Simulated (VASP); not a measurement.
Mo: single point with PBE

Crystal: Mo.

```
CELL_PARAMETERS angstrom
-1.57342 1.57342 1.57342
1.57342 -1.57342 1.57342
1.57342 1.57342 -1.57342
ATOMIC_POSITIONS crystal
Mo 0.00000 0.00000 0.00000
```

- Program: VASP 6.6.1
- Task: single point
- Functional: PBE
- Potentials or basis: VASP PAW PBE potentials, release 64 (Mo_sv)
- Cutoff: 700 eV
- k mesh: 14 × 14 × 14
- Occupations: gaussian, width 0.1 eV
- Spin: no spin polarisation

```yaml
Pressure: 4.7 GPa
Band_gap_on_the_k_mesh: none (metal or under the smearing width)
```

Levels at points of the mesh, in eV from the Fermi level:
| k point | band 3 | band 4 | band 5 | band 6 | band 7 | band 8 | band 9 | band 10 | band 11 |
| --- | --- | --- | --- | --- | --- | --- | --- | --- | --- |
| (0.00, 0.00, 0.00) | -34.60 | -34.60 | -7.29 | -1.42 | -1.42 | -1.42 | 1.61 | 1.61 | 14.79 |
| (0.50, 0.00, 0.00) | -35.05 | -34.61 | -5.39 | -3.47 | 1.59 | 1.64 | 2.27 | 4.71 | 11.65 |
| (0.50, 0.50, 0.50) | -35.58 | -35.58 | -5.51 | -5.51 | 3.94 | 3.94 | 3.94 | 9.04 | 9.04 |

It took 12 s on 1 thread of AMD EPYC 9R45 (Zen 5), on a shared host, peak memory 0.12 GiB.
